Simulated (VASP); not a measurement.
RbLi, 2 atoms in the cell. The structure is cubic, space group Fm-3m (No. 225). The conventional cell has a = 7.731 Å, b = 7.731 Å, c = 7.731 Å, α = 90.00°, β = 90.00°, γ = 90.00°. Around Rb (site symmetry m-3m) lie 6 Li at 3.87 Å. Around Li (site symmetry m-3m) lie 6 Rb at 3.87 Å. The cell was built by a generator and needn't be a form met in nature. The cell isn't the ideal one: random cell by space group and Wyckoff sites (Fm-3m, No. 225).

```yaml
Program: VASP 6.6.1
Task: relaxation of cell and atoms
Functional: PBE
Potentials_or_basis: VASP PAW PBE potentials, release 64 (Rb_sv, Li_sv)
Cutoff: 600 eV
k_mesh: 12 × 12 × 12
Occupations: gaussian, width 0.1 eV
Spin: no spin polarisation
Dipole_correction: no
Further_INCAR_settings: ALGO = Fast; EDIFF = 1e-07; IBRION = 2; EDIFFG = -0.01; NSW = 100; ISIF = 3
```

Potentials or basis: VASP PAW PBE potentials, release 64 (Rb_sv, Li_sv).

Run with:

```bash
$ cat potpaw_PBE.64/Rb_sv/POTCAR potpaw_PBE.64/Li_sv/POTCAR > POTCAR
$ mpirun -np 1 vasp_std > vasp.out
```

Hardware: 1 thread of AMD EPYC 9R45 (Zen 5), with other jobs on the host.

Estimate the wall time of this run.

It took 36 min on 1 thread of AMD EPYC 9R45 (Zen 5), with other jobs on the host, peak memory 0.4 GiB. Counts: scf iterations 415, k points 72, ion steps 6.
